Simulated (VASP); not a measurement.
An input for Quantum ESPRESSO's pw.x (written as the equivalent of a VASP run, and not itself run):

```
&CONTROL
  calculation = 'scf'
  pseudo_dir = './pseudo'
  outdir = './out'
  tprnfor = .true.
  tstress = .true.
/
&SYSTEM
  ibrav = 0
  nat = 1
  ntyp = 1
  ecutwfc = 50
  occupations = 'tetrahedra'
  input_dft = 'vdw-df2'
/
&ELECTRONS
  conv_thr = 7.3e-09
  electron_maxstep = 100
/
ATOMIC_SPECIES
  Cs 132.905 Cs.upf
CELL_PARAMETERS angstrom
    -2.9912814    2.9912814    2.9912814
     2.9912814   -2.9912814    2.9912814
     2.9912814    2.9912814   -2.9912814
ATOMIC_POSITIONS crystal
  Cs   0.0000000  0.0000000  0.0000000
K_POINTS automatic
  10 10 10 0 0 0
```

Translate this input to VASP (INCAR, KPOINTS, POSCAR, choice of POTCAR).

This is not unique; one that fits is 
File KPOINTS:
```
Automatic mesh
0
Gamma
10 10 10
0 0 0
```

**POSCAR**
```
Cs
1
   -2.9912813881     2.9912813881     2.9912813881
    2.9912813881    -2.9912813881     2.9912813881
    2.9912813881     2.9912813881    -2.9912813881
Cs
1
Direct
  0.0000000000   0.0000000000   0.0000000000
```

**INCAR**
```
SYSTEM = Cs
PREC = Accurate
ENCUT = 520
EDIFF = 1E-7
NELM = 100
ALGO = Normal
LREAL = .FALSE.
LASPH = .TRUE.
ISMEAR = -5
GGA = ML
ZAB_VDW = -1.8867
LUSE_VDW = .TRUE.
AGGAC = 0.0
LMAXMIX = 4
LWAVE = .FALSE.
LCHARG = .TRUE.
LORBIT = 11
NEDOS = 601
ISIF = 2
```

POTCAR, in this order: Cs_sv (PBE.64 set). Program: vasp_std.

Limits of the translation: the potentials are each code's own (VASP's PAW set, PseudoDojo norm-conserving files in pw.x), so ENCUT and ecutwfc are chosen apart and not converted; conv_thr bounds pw.x's estimated SCF error, while EDIFF bounds the energy change between steps.

The compound is Cs in the bcc structure. It was relaxed first, which changed the volume by -6 %.
